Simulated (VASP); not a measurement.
Calculation: PBE GGA, VASP's PBE PAW potentials (set 64) (plane waves; VASP).

The input files of a VASP run:

File POSCAR:
```
TaTe
3.4197480
  1.0000000000   0.0000000000   0.0000000000
  0.0000000000   1.0000000000   0.0000000000
  0.0000000000   0.0000000000   1.0000000000
Ta Te
1 1
Direct
  0.0000000000   0.0000000000   0.0000000000
  0.5000000000   0.5000000000   0.5000000000
```

**INCAR**
```
SYSTEM = TaTe
SIGMA = 0.05
ALGO = Normal
EDIFF = 1E-6   ! SCF stop (eV)
LMAXMIX = 6
PREC = Accurate
LWAVE = F
ENCUT = 400   ! plane-wave cut-off (eV)
NELM = 100   ! most electronic steps
ISIF = 2   ! forces and stress, cell fixed
GGA = PE
LREAL = F   ! projection in real space or not
LCHARG = F
ISMEAR = 0   ! Gaussian
LASPH = T
```

File KPOINTS:
```
Automatic mesh
0
Gamma
6 6 6
0 0 0
```

POTCAR, in this order: Ta_pv Te (PBE.64 set). Program: vasp_std.

Unless said otherwise, spin-orbit coupling is left out, though it shifts the bands of the heavy elements here.

**Question.** Predict the energy per atom (σ→0), band gap (on the k-mesh).

**Answer.** 
```yaml
energy per atom (σ→0): -7.264 eV/atom
band gap (on the k-mesh): none (metal, semimetal or under 0.01 eV)
```

**OSZICAR**
```
...
DAV:   5    -0.150249126750E+02   -0.17582E-02   -0.17572E-02   636   0.816E-01    0.129E+01
DAV:   6    -0.145916362602E+02    0.43328E+00   -0.12094E+00   540   0.933E+00    0.628E+00
DAV:   7    -0.145380419349E+02    0.53594E-01   -0.99765E-02   604   0.278E+00    0.228E+00
DAV:   8    -0.145305255369E+02    0.75164E-02   -0.19814E-02   564   0.103E+00    0.314E-01
DAV:   9    -0.145304694883E+02    0.56049E-04   -0.58713E-04   576   0.214E-01    0.193E-01
DAV:  10    -0.145304592238E+02    0.10265E-04   -0.14375E-04   536   0.126E-01    0.159E-02
DAV:  11    -0.145304595086E+02   -0.28476E-06   -0.30784E-06   564   0.165E-02
   1 F= -.14530460E+02 E0= -.14527935E+02  d E =-.504946E-02
```

The structure was generated: TaTe was put into the CsCl type (Pm-3m), which need not be its known phase. The cell was not relaxed at this level. The k-mesh is coarse (spacing up to 0.31 per Å, 2π included), so the numbers may not be converged in it. The electron count is odd and the run is not spin-polarised, which forces a metal.
